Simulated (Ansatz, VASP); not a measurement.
# BP: VASP beside Ansatz, part 2 of 3

Aim: how closely do two programs agree when they are given the same cell, functional and k mesh? The cell is taken from a series of runs on this material, whose earlier steps may have relaxed, scaled, displaced or heated it; both programs get it as it stands.

VASP 6.6.1 and Ansatz 0.2.0.

So far: The structure; Ansatz: zone-centre phonons, LDA, pair 1.

### Step 3. VASP: zone-centre phonons, LDA, pair 1

Level of this step: LDA; plane waves and PAW (B, P) (VASP).

The same cell, functional (in two slightly different forms) and mesh now go to VASP, with its own data sets.

Lines of VASP's logs that name or quote its potential files are left out, and so is its time.

Input file INCAR:

```
SYSTEM = BP
PREC = Accurate
ENCUT = 500
EDIFF = 1E-08
NELM = 120
ISMEAR = 0
SIGMA = 0.01
LREAL = .FALSE.
ALGO = Normal
GGA = PW92
NBANDS = 10
LORBIT = 11
LWAVE = .FALSE.
LCHARG = .FALSE.
ISIF = 2
IBRION = 8
LEPSILON = .TRUE.
LASPH = .TRUE.
GGA_COMPAT = .FALSE.
EFERMI = MIDGAP
KPAR = 2
```

Input file POSCAR:

```
BP
1.0
    0.0000000000      2.1678048226      2.1678048226
    2.1678048226      0.0000000000      2.1678048226
    2.1678048226      2.1678048226      0.0000000000
B P
1 1
Direct
    0.0000000000      0.0000000000      0.0000000000
    0.7500000000      0.7500000000      0.7500000000
```

Input file KPOINTS:

```
Automatic mesh
0
Gamma
12 12 12
0 0 0
```

The projector-augmented-wave data sets are B and P (LDA family, release 64).

Command:

```sh
> mpirun -np 2 vasp_std
```

Numbers of over 12 decimals in the logs are rounded to 6 here.

What it wrote:

```text
[banner, memory and clock lines left out]
running    2 mpi-ranks, on    1 nodes
 distrk:  each k-point on    1 cores,    2 groups
 distr:  one band on    1 cores,    1 groups

 POSCAR found type information on POSCAR B P
 POSCAR found :  2 types and       2 ions
|                                                                             |
|               ----> ADVICE to this user running VASP <----                  |
|                                                                             |
|     You enforced a specific xc type in the INCAR file but a different       |
|     [... a line on the potential file left out ...]
|     I HOPE YOU KNOW WHAT YOU ARE DOING!                                     |
|                                                                             |

 LDA part: xc-table for (Slater(with rela. corr.)+PW92), standard interpolation
 POSCAR, INCAR and KPOINTS ok, starting setup
 FFT: planning ... GRIDC
 FFT: planning ... GRID_SOFT
 FFT: planning ... GRID
 WAVECAR not read
 entering main loop
       N       E                     dE             d eps       ncg     rms          rms(c)
DAV:   1     0.740658922366E+01    0.74066E+01   -0.39138E+03  1448   0.696E+02
DAV:   2    -0.149154076811E+02   -0.22322E+02   -0.21332E+02  2022   0.116E+02
DAV:   3    -0.154406030341E+02   -0.52520E+00   -0.52368E+00  1784   0.159E+01
DAV:   4    -0.154425758787E+02   -0.19728E-02   -0.19726E-02  1748   0.112E+00
DAV:   5    -0.154425837434E+02   -0.78647E-05   -0.78646E-05  1708   0.689E-02    0.893E+00
DAV:   6    -0.144406172552E+02    0.10020E+01   -0.21310E+00  1616   0.729E+00    0.470E+00
DAV:   7    -0.142754869023E+02    0.16513E+00   -0.43772E-01  1848   0.358E+00    0.143E+00
DAV:   8    -0.142617784836E+02    0.13708E-01   -0.39087E-02  1700   0.117E+00    0.288E-01
DAV:   9    -0.142618219867E+02   -0.43503E-04   -0.73221E-04  1628   0.215E-01    0.195E-01
DAV:  10    -0.142618152891E+02    0.66975E-05   -0.13492E-04  1610   0.702E-02    0.387E-02
DAV:  11    -0.142618166876E+02   -0.13985E-05   -0.65704E-06  1692   0.142E-02    0.428E-02
DAV:  12    -0.142618165013E+02    0.18630E-06   -0.14345E-06  1612   0.585E-03    0.126E-02
DAV:  13    -0.142618165062E+02   -0.49067E-08   -0.39126E-08  1662   0.140E-03
   1 F= -.14261817E+02 E0= -.14261817E+02  d E =0.000000E+00
 Linear response reoptimize wavefunctions to high precision
DAV:   1    -0.142618165017E+02    0.44854E-08   -0.22521E-08  1600   0.700E-04
DAV:   2    -0.142618165018E+02   -0.26603E-10   -0.33581E-10   786   0.157E-04
 Linear response G [H, r] |phi>, progress :
  Direction:   1
       N       E                     dE             d eps       ncg     rms
RMM:   1    -0.439664200874E+02   -0.43966E+02   -0.99261E+01  3610   0.431E+01
RMM:   2    -0.331142775289E+02    0.10852E+02   -0.24731E+00  2338   0.104E+01
RMM:   3    -0.330859132145E+02    0.28364E-01   -0.26799E-02  2463   0.101E+00
RMM:   4    -0.330855890589E+02    0.32416E-03    0.15213E-04  2528   0.115E-01
RMM:   5    -0.330856263842E+02   -0.37325E-04    0.21518E-05  2516   0.138E-02
RMM:   6    -0.330856286754E+02   -0.22912E-05    0.45689E-06  2585   0.193E-03
RMM:   7    -0.330856285396E+02    0.13579E-06    0.96307E-06  2398   0.329E-04
RMM:   8    -0.330856291497E+02   -0.61003E-06   -0.16147E-06  2015   0.113E-04
RMM:   9    -0.330856291522E+02   -0.24996E-08    0.39047E-07  1701   0.948E-05
RMM:  10    -0.330856291520E+02    0.19006E-09    0.27610E-06  1609   0.936E-05
RMM:  11    -0.330856291523E+02   -0.34551E-09   -0.42671E-06  1406   0.935E-05
RMM:  12    -0.330856291518E+02    0.54104E-09    0.12575E-06  1137   0.935E-05
 Linear response G [H, r] |phi>, progress :
  Direction:   2
       N       E                     dE             d eps       ncg     rms
RMM:   1    -0.395646379938E+02   -0.39565E+02   -0.85617E+01  3616   0.410E+01
RMM:   2    -0.336083744790E+02    0.59563E+01   -0.14876E+00  2316   0.882E+00
RMM:   3    -0.336093283466E+02   -0.95387E-03   -0.17112E-02  2442   0.848E-01
RMM:   4    -0.336092472488E+02    0.81098E-04   -0.36587E-04  2509   0.980E-02
RMM:   5    -0.336092297797E+02    0.17469E-04   -0.20919E-05  2507   0.119E-02
RMM:   6    -0.336092283974E+02    0.13823E-05   -0.29386E-06  2565   0.167E-03
RMM:   7    -0.336092281326E+02    0.26473E-06    0.31232E-07  2380   0.289E-04
RMM:   8    -0.336092280709E+02    0.61706E-07    0.22587E-06  2008   0.108E-04
RMM:   9    -0.336092280734E+02   -0.24093E-08    0.32388E-07  1788   0.928E-05
RMM:  10    -0.336092280795E+02   -0.61130E-08    0.14980E-06  1659   0.916E-05
RMM:  11    -0.336092280819E+02   -0.24859E-08   -0.26235E-06  1416   0.915E-05
RMM:  12    -0.336092280817E+02    0.22496E-09   -0.18547E-07  1119   0.914E-05
 Linear response G [H, r] |phi>, progress :
  Direction:   3
       N       E                     dE             d eps       ncg     rms
RMM:   1    -0.250934459288E+02   -0.25093E+02    0.53186E+01  3497   0.403E+01
RMM:   2    -0.203637531095E+02    0.47297E+01   -0.21374E+00  2314   0.930E+00
RMM:   3    -0.203261878321E+02    0.37565E-01   -0.33843E-02  2432   0.962E-01
RMM:   4    -0.203253875184E+02    0.80031E-03   -0.24978E-04  2515   0.111E-01
RMM:   5    -0.203253873790E+02    0.13941E-06   -0.62325E-06  2502   0.140E-02
RMM:   6    -0.203253873614E+02    0.17622E-07    0.13290E-07  2545   0.201E-03
[...]
RMM:   1    -0.469542208477E+00   -0.46954E+00   -0.20940E+00 12760   0.280E+00
RMM:   2    -0.485217481053E+00   -0.15675E-01   -0.42611E-03  9085   0.406E-01    0.113E+00
RMM:   3    -0.471767550140E+00    0.13450E-01   -0.55433E-03  9259   0.439E-01    0.635E-01
RMM:   4    -0.481245566825E+00   -0.94780E-02   -0.51592E-03  9210   0.432E-01    0.108E-01
RMM:   5    -0.484449720974E+00   -0.32042E-02   -0.10990E-04  9346   0.716E-02    0.150E-02
RMM:   6    -0.484499903127E+00   -0.50182E-04   -0.89281E-07  9635   0.794E-03    0.750E-03
RMM:   7    -0.484561559563E+00   -0.61656E-04   -0.13103E-07  9639   0.250E-03    0.447E-04
RMM:   8    -0.484566305576E+00   -0.47460E-05   -0.59529E-09 10083   0.377E-04    0.181E-04
RMM:   9    -0.484566424038E+00   -0.11846E-06   -0.19972E-09  9107   0.149E-04    0.322E-05
RMM:  10    -0.484566264444E+00    0.15959E-06    0.71718E-10  5498   0.336E-05    0.377E-06
 change of polarisation eV/A/(eV/A) component  1 :     0.923     0.239     0.151
 dielectric tensor                  component  1 :     9.202     2.120     1.343
 Linear response to external field, progress :
  Direction:   2
       N       E                     dE             d eps       ncg     rms          rms(c)
RMM:   1    -0.469522779618E+00   -0.46952E+00   -0.20938E+00 12761   0.280E+00
RMM:   2    -0.485215653569E+00   -0.15693E-01   -0.42983E-03  9086   0.406E-01    0.113E+00
RMM:   3    -0.471766943053E+00    0.13449E-01   -0.55496E-03  9259   0.439E-01    0.635E-01
RMM:   4    -0.481245246847E+00   -0.94783E-02   -0.51611E-03  9210   0.432E-01    0.108E-01
RMM:   5    -0.484449773333E+00   -0.32045E-02   -0.10983E-04  9350   0.716E-02    0.150E-02
RMM:   6    -0.484500287577E+00   -0.50514E-04   -0.86736E-07  9633   0.793E-03    0.750E-03
RMM:   7    -0.484561866067E+00   -0.61578E-04   -0.12855E-07  9640   0.249E-03    0.447E-04
RMM:   8    -0.484566622917E+00   -0.47569E-05   -0.14067E-09 10075   0.377E-04    0.180E-04
RMM:   9    -0.484566736271E+00   -0.11335E-06    0.20558E-09  9110   0.149E-04    0.322E-05
RMM:  10    -0.484566579324E+00    0.15695E-06    0.54678E-09  5491   0.339E-05    0.407E-06
 change of polarisation eV/A/(eV/A) component  2 :     0.187     0.923     0.161
 dielectric tensor                  component  2 :     1.665     9.202     1.427
 Linear response to external field, progress :
  Direction:   3
       N       E                     dE             d eps       ncg     rms          rms(c)
RMM:   1    -0.469511888491E+00   -0.46951E+00   -0.20937E+00 12760   0.280E+00
RMM:   2    -0.485216561465E+00   -0.15705E-01   -0.42821E-03  9085   0.406E-01    0.113E+00
RMM:   3    -0.471767089795E+00    0.13449E-01   -0.55469E-03  9260   0.439E-01    0.635E-01
RMM:   4    -0.481245405486E+00   -0.94783E-02   -0.51594E-03  9210   0.432E-01    0.108E-01
RMM:   5    -0.484449938873E+00   -0.32045E-02   -0.10982E-04  9355   0.716E-02    0.150E-02
RMM:   6    -0.484500245156E+00   -0.50306E-04   -0.87170E-07  9640   0.793E-03    0.750E-03
RMM:   7    -0.484561867310E+00   -0.61622E-04   -0.13288E-07  9653   0.250E-03    0.447E-04
RMM:   8    -0.484566622754E+00   -0.47554E-05   -0.49258E-09 10037   0.377E-04    0.181E-04
RMM:   9    -0.484566738131E+00   -0.11538E-06   -0.84967E-10  9123   0.149E-04    0.322E-05
RMM:  10    -0.484566581753E+00    0.15638E-06    0.15796E-09  5520   0.335E-05    0.405E-06
 change of polarisation eV/A/(eV/A) component  3 :     0.156     0.234     0.923
 dielectric tensor                  component  3 :     1.384     2.081     9.202
 Linear response DOF=           2
 Linear response progress:
  Degree of freedom:   1/  2
       N       E                     dE             d eps       ncg     rms          rms(c)
RMM:   1    -0.499800962126E-01   -0.49980E-01   -0.14465E-02 13800   0.119E+00
RMM:   2    -0.457858316424E-01    0.41943E-02   -0.87672E-04  8801   0.240E-01    0.181E-01
RMM:   3    -0.456084953895E-01    0.17734E-03   -0.22406E-04  8917   0.117E-01    0.927E-02
RMM:   4    -0.461228344078E-01   -0.51434E-03   -0.24643E-04  8788   0.109E-01    0.102E-02
RMM:   5    -0.461130958905E-01    0.97385E-05    0.23943E-06  9402   0.122E-02    0.130E-03
RMM:   6    -0.461178463962E-01   -0.47505E-05   -0.24516E-07  9389   0.148E-03    0.520E-04
RMM:   7    -0.461164948487E-01    0.13515E-05   -0.31739E-07  9636   0.329E-04    0.129E-04
RMM:   8    -0.461167186237E-01   -0.22378E-06   -0.41490E-07  9627   0.599E-05    0.298E-05
RMM:   9    -0.461167363920E-01   -0.17768E-07   -0.54403E-07 10082   0.233E-05    0.265E-06
RMM:  10    -0.461167565672E-01   -0.20175E-07   -0.51784E-07  9958   0.867E-06    0.133E-06
RMM:  11    -0.461167466987E-01    0.98685E-08   -0.49394E-07  8479   0.574E-06    0.199E-07
RMM:  12    -0.461167468435E-01   -0.14482E-09   -0.49387E-07  5247   0.465E-06    0.551E-08
 first order change of Fermi-energy   0.27481E+01
 force on displaced ion       1 direction 1 : -24.357   0.000   0.000
 Born effective charge ion    1 direction 1 :  -0.971   0.000   0.000
 Linear response progress:
  Degree of freedom:   2/  2
       N       E                     dE             d eps       ncg     rms          rms(c)
RMM:   1    -0.436961620758E-01   -0.43696E-01   -0.71037E-03 12970   0.143E+00
RMM:   2    -0.405870017762E-01    0.31092E-02   -0.14352E-03  8687   0.221E-01    0.162E-01
RMM:   3    -0.406016041083E-01   -0.14602E-04   -0.56194E-05  9162   0.412E-02    0.918E-02
RMM:   4    -0.409606798409E-01   -0.35908E-03   -0.21513E-05  9047   0.413E-02    0.920E-03
RMM:   5    -0.409279726271E-01    0.32707E-04   -0.58885E-06  9508   0.766E-03    0.409E-03
RMM:   6    -0.409250099036E-01    0.29627E-05   -0.59276E-07  9470   0.831E-04    0.298E-03
RMM:   7    -0.409252409997E-01   -0.23110E-06   -0.13354E-07  9598   0.442E-04    0.173E-04
RMM:   8    -0.409246255870E-01    0.61541E-06    0.56324E-08  9624   0.836E-05    0.100E-04
RMM:   9    -0.409245127631E-01    0.11282E-06    0.66971E-08  9926   0.277E-05    0.581E-06
RMM:  10    -0.409245282721E-01   -0.15509E-07   -0.85951E-08  9848   0.526E-06    0.587E-06
RMM:  11    -0.409245167220E-01    0.11550E-07   -0.42260E-08  8551   0.355E-06    0.277E-07
RMM:  12    -0.409245175500E-01   -0.82800E-09   -0.49889E-08  4640   0.236E-06    0.119E-07
 first order change of Fermi-energy  -0.27478E+01
 force on displaced ion       2 direction 1 : -24.351   0.000   0.000
 Born effective charge ion    2 direction 1 :   0.967   0.000   0.000
 Born effective charges drift removed
 Linear response finished
```

From OUTCAR (step 3):

```text
ion  position               nearest neighbor table
   1  0.000  0.000  0.000-   2 1.88   2 1.88   2 1.88   2 1.88
   2  0.750  0.750  0.750-   1 1.88   1 1.88   1 1.88   1 1.88

  LATTYP: Found a face centered cubic cell.
 ALAT       =     4.3356096452

 Subroutine GETGRP returns: Found 24 space group operations
 (whereof 24 operations were pure point group operations)

The static configuration has the point symmetry T_d .

 Found     72 irreducible k-points:

   k-points           NKPTS =     72   k-points in BZ     NKDIM =     72   number of bands    NBANDS=     10

   dimension x,y,z NGX =    24 NGY =   24 NGZ =   24
   dimension x,y,z NGXF=    48 NGYF=   48 NGZF=   48

   ENCUT  =  500.0 eV  36.75 Ry    6.06 a.u.   5.59  5.59  5.59*2*pi/ulx,y,z

   NELECT =       8.0000    total number of electrons

 k-points in reciprocal lattice and weights: Automatic mesh
   0.00000000  0.00000000  0.00000000       0.001
   0.08333333  0.00000000  0.00000000       0.005
   0.16666667  0.00000000  0.00000000       0.005
   0.25000000  0.00000000  0.00000000       0.005
   0.33333333  0.00000000  0.00000000       0.005
   0.41666667  0.00000000  0.00000000       0.005
   0.50000000  0.00000000  0.00000000       0.002
   0.08333333  0.08333333  0.00000000       0.003
   0.16666667  0.08333333  0.00000000       0.014
[...]
-0.33333333  0.50000000  0.16666667       0.007
  -0.25000000  0.50000000  0.25000000       0.003

 average (electrostatic) potential at core
       1 -27.9987       2 -80.6323

  Total        2.8043511      2.8043511      2.8043511     -0.0000000      0.0000000      0.0000000
  in kB      220.5222580    220.5222580    220.5222580     -0.0000000      0.0000000      0.0000000
  external PRESSURE =     220.5222580 kB  Pullay stress =       0.0000000 kB

  energy-cutoff  :      500.00
  volume of cell :       20.37
      direct lattice vectors                 reciprocal lattice vectors
     0.000000000  2.167804823  2.167804823    -0.230648071  0.230648071  0.230648071
     2.167804823  0.000000000  2.167804823     0.230648071 -0.230648071  0.230648071
     2.167804823  2.167804823  0.000000000     0.230648071  0.230648071 -0.230648071

 POSITION                                       TOTAL-FORCE (eV/Angst)
 -----------------------------------------------------------------------------------
      0.00000      0.00000      0.00000        -0.000000     -0.000000     -0.000000
      3.25171      3.25171      3.25171         0.000000      0.000000      0.000000
 -----------------------------------------------------------------------------------
    total drift:                               -0.000000     -0.000000     -0.000000

 MACROSCOPIC STATIC DIELECTRIC TENSOR (including local field effects in DFT)
 ------------------------------------------------------
           9.201741     0.000000     0.000000
           0.000000     9.201741     0.000000
           0.000000    -0.000000     9.201741
 ------------------------------------------------------

 PIEZOELECTRIC TENSOR (including local field effects)  for field in x, y, z        (C/m^2)
          XX          YY          ZZ          XY          YZ          ZX
  --------------------------------------------------------------------------------
  x    -0.00000    -0.00000    -0.00000     0.00000    -0.34763     0.00000
  y     0.00000    -0.00000     0.00000     0.00000     0.00000    -0.34763
  z    -0.00000     0.00000    -0.00000    -0.34763     0.00000     0.00000

 BORN EFFECTIVE CHARGES (including local field effects) (in |e|, cummulative output)
 ---------------------------------------------------------------------------------
 ion    1
    1    -0.96762    -0.00000    -0.00000
    2     0.00000    -0.96762    -0.00000
    3     0.00000     0.00000    -0.96762
 ion    2
    1     0.96762     0.00000     0.00000
    2    -0.00000     0.96762     0.00000
    3    -0.00000    -0.00000     0.96762

 Eigenvectors and eigenvalues of the dynamical matrix
 ----------------------------------------------------

   1 f  =   27.254014 THz   171.242020 2PiTHz  909.096053 cm-1   112.713495 meV
             X         Y         Z           dx          dy          dz
      0.000000  0.000000  0.000000     0.000000    0.861000    0.000000
      3.251707  3.251707  3.251707     0.000000   -0.508605    0.000000

   2 f  =   27.254014 THz   171.242020 2PiTHz  909.096053 cm-1   112.713495 meV
             X         Y         Z           dx          dy          dz
      0.000000  0.000000  0.000000     0.861000    0.000000    0.000000
      3.251707  3.251707  3.251707    -0.508605    0.000000    0.000000

   3 f  =   27.254014 THz   171.242020 2PiTHz  909.096053 cm-1   112.713495 meV
             X         Y         Z           dx          dy          dz
      0.000000  0.000000  0.000000     0.000000    0.000000    0.861000
      3.251707  3.251707  3.251707     0.000000    0.000000   -0.508605

   4 f/i=    0.001573 THz     0.009886 2PiTHz    0.052481 cm-1     0.006507 meV
             X         Y         Z           dx          dy          dz
      0.000000  0.000000  0.000000    -0.508605    0.000000    0.000000
      3.251707  3.251707  3.251707    -0.861000    0.000000    0.000000

   5 f/i=    0.001573 THz     0.009886 2PiTHz    0.052481 cm-1     0.006507 meV
             X         Y         Z           dx          dy          dz
      0.000000  0.000000  0.000000     0.000000   -0.508605    0.000000
      3.251707  3.251707  3.251707     0.000000   -0.861000    0.000000

   6 f/i=    0.001573 THz     0.009886 2PiTHz    0.052481 cm-1     0.006507 meV
             X         Y         Z           dx          dy          dz
      0.000000  0.000000  0.000000     0.000000    0.000000   -0.508605
      3.251707  3.251707  3.251707     0.000000    0.000000   -0.861000

 MACROSCOPIC STATIC DIELECTRIC TENSOR IONIC CONTRIBUTION
 ------------------------------------------------------
           0.341440     0.000000     0.000000
           0.000000     0.341440    -0.000000
           0.000000    -0.000000     0.341440
 ------------------------------------------------------

 ELASTIC MODULI CONTR FROM IONIC RELAXATION (kBar)
 Direction    XX          YY          ZZ          XY          YZ          ZX
 --------------------------------------------------------------------------------
 XX          -0.0000     -0.0000     -0.0000      0.0000      0.0000      0.0000
 YY          -0.0000     -0.0000     -0.0000      0.0000      0.0000      0.0000
 ZZ          -0.0000     -0.0000     -0.0000      0.0000      0.0000      0.0000
 XY           0.0000      0.0000      0.0000   -539.8639      0.0000      0.0000
 YZ           0.0000      0.0000      0.0000      0.0000   -539.8639      0.0000
 ZX           0.0000      0.0000      0.0000      0.0000      0.0000   -539.8639
 --------------------------------------------------------------------------------

 PIEZOELECTRIC TENSOR IONIC CONTR  for field in x, y, z        (C/m^2)
          XX          YY          ZZ          XY          YZ          ZX
  --------------------------------------------------------------------------------
  x    -0.00000    -0.00000    -0.00000     0.00000     0.40399     0.00000
  y    -0.00000    -0.00000    -0.00000     0.00000    -0.00000     0.40399
  z    -0.00000    -0.00000    -0.00000     0.40399    -0.00000    -0.00000
```

### Step 4. Differences

Known differences besides the potentials themselves: fixed occupations in Ansatz, narrow Gaussian smearing in VASP; VASP's response is taken on the typed mesh, Ansatz refines its own for the field response alone; the cutoff is 420 eV in Ansatz and 500 eV in VASP; VASP's log shows a relativistic correction to its local exchange, Ansatz's none. Total energies have different zeros and are not compared.

The two programs side by side:

```csv
quantity,Ansatz,VASP,difference
ε∞ xx,9.17,9.20,-0.33 %
ε∞ yy,9.17,9.20,-0.33 %
ε∞ zz,9.17,9.20,-0.33 %
Born charge of B1 (mean of the diagonal) (e),-0.99,-0.97,-0.02
Born charge of P2 (mean of the diagonal) (e),0.99,0.97,+0.02
optical mode 1 to 3 (cm⁻¹),911.6,909.1,+0.28 %
```

Modes are paired by rising frequency, not by their patterns, so a pair may set unlike modes beside each other; they are those without the splitting of longitudinal modes.

(Part 2 of 3 ends here.)

[Lines on the potential files, build, host, timing and source positions are cut from VASP's logs without a mark.]

[Logs are printed without paths, hosts, clocks, repeated set-up lines and the standing remarks that a program may print on its own settings, such as how far it seeks lower states.]

[Hosts, paths, dates, database ids (printed as entryN), source tags and the programs' standing remarks are cut or masked in the printed files.]
